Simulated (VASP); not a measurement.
Here is a VASP 6.6.1 calculation.

The input INCAR:

```
SYSTEM = CoO
  PREC = Accurate
  ENCUT = 520
  EDIFF = 1E-8
  ISMEAR = 0
  SIGMA = 0.02
  LREAL = .FALSE.
  LASPH = .TRUE.
  NELM = 100
  ALGO = Normal
  ISIF = 2
  LWAVE = .FALSE.
  LCHARG = .FALSE.
  ISPIN = 2
  MAGMOM = 3 0
  LORBIT = 11
  LMAXMIX = 4
  LDAU = .TRUE.
  LDAUTYPE = 2
  LDAUL = 2 -1
  LDAUU = 3.3 0
  LDAUJ = 0 0
  LDAUPRINT = 1
  GGA = PE
  NBANDS = 18
  IBRION = 6
  NFREE = 2
  POTIM = 0.015
  NSW = 1
```

Contents of KPOINTS:

```
Automatic mesh
0
G
  12 12 12
  0 0 0
```

POSCAR

```
CoO                                     
1.0
    0.0000000000      2.1229092923      2.1229092923
    2.1229092923      0.0000000000      2.1229092923
    2.1229092923      2.1229092923      0.0000000000
  Co              O             
     1     1
Direct
     0.0000000000000000    0.0000000000000000    0.0000000000000000
     0.5000000000000000    0.5000000000000000    0.5000000000000000
```

Potentials or basis: VASP PAW PBE potentials, release 64 (Co, O).

Command:

```bash
$ cat potpaw_PBE.64/Co/POTCAR potpaw_PBE.64/O/POTCAR > POTCAR
$ mpirun -np 1 vasp_std > vasp.out
```

(1) Estimate the net moment.

(2) Predict the site moments.

Results:

(1) 3.00 μB per cell.

(2) Co +2.73; O +0.26 μB.

Caveat: a cell with one magnetic atom can't hold antiferromagnetic order, which such compounds often take.
